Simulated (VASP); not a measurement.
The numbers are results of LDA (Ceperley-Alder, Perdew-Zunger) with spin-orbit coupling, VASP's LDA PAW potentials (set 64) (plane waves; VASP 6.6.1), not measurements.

A VASP calculation is set up with these files.

### KPOINTS
```
Automatic mesh
0
Gamma
14 14 7
0 0 0
```

INCAR:
```
SYSTEM = Zn
PREC = Accurate
ENCUT = 400
EDIFF = 1E-6
NELM = 100
ALGO = Normal
LREAL = .FALSE.
LASPH = .TRUE.
ISMEAR = 0
SIGMA = 0.05
LMAXMIX = 4
LWAVE = .FALSE.
LCHARG = .FALSE.
LSORBIT = .TRUE.
MAGMOM = 0 0 0 0 0 0
GGA_COMPAT = .FALSE.
```

File KPOINTS_OPT:
```
k-points along high-symmetry lines
5
Line-mode
Reciprocal
  0.000000   0.000000   0.000000 ! GAMMA
 -0.000000   0.500000   0.000000 ! M

 -0.000000   0.500000   0.000000 ! M
 -0.333333   0.666667   0.000000 ! K

 -0.333333   0.666667   0.000000 ! K
  0.000000   0.000000   0.000000 ! GAMMA

  0.000000   0.000000   0.000000 ! GAMMA
  0.000000   0.000000   0.500000 ! A

  0.000000   0.000000   0.500000 ! A
 -0.000000   0.500000   0.500000 ! L

 -0.000000   0.500000   0.500000 ! L
 -0.333333   0.666667   0.500000 ! H

 -0.333333   0.666667   0.500000 ! H
  0.000000   0.000000   0.500000 ! A

 -0.000000   0.500000   0.500000 ! L
 -0.000000   0.500000   0.000000 ! M

 -0.333333   0.666667   0.500000 ! H
 -0.333333   0.666667   0.000000 ! K
```

**POSCAR**
```
Zn
1
    1.3007335243    -2.2529369474    -0.0000000000
    1.3007335243     2.2529369474    -0.0000000000
   -0.0000000000     0.0000000000     4.5789777820
Zn
2
Direct
  0.3333330000   0.6666670000   0.2500000000
  0.6666670000   0.3333330000   0.7500000000
```

POTCAR, in this order: Zn (LDA.64 set). Program: vasp_ncl.

Problem. Predict the energy per atom (σ→0), band gap (over mesh and band path).

Solution. 
- energy per atom (σ→0): -181.5 kJ/mol of atoms
- band gap (over mesh and band path): none (metal, semimetal or under 0.01 eV)

**OSZICAR**
```
...
DAV:   7    -0.377276855745E+01    0.21906E-01   -0.57070E-02  7208   0.460E+00    0.187E+00
DAV:   8    -0.376289059057E+01    0.98780E-02   -0.27957E-03  8160   0.854E-01    0.889E-02
DAV:   9    -0.376286552986E+01    0.25061E-04   -0.35919E-04  6784   0.237E-01    0.336E-02
DAV:  10    -0.376285311951E+01    0.12410E-04   -0.20705E-05  8512   0.102E-01    0.213E-02
DAV:  11    -0.376285495804E+01   -0.18385E-05   -0.76200E-06  6432   0.312E-02    0.369E-03
DAV:  12    -0.376285483289E+01    0.12515E-06   -0.48970E-07  3720   0.137E-02
   1 F= -.37628548E+01 E0= -.37627058E+01  d E =-.297998E-03  mag=     0.0000    -0.0000     0.0000
       N       E                     dE             ncg
```

The compound is Zn in the hcp structure. It was relaxed first, which changed the volume by -12 %.
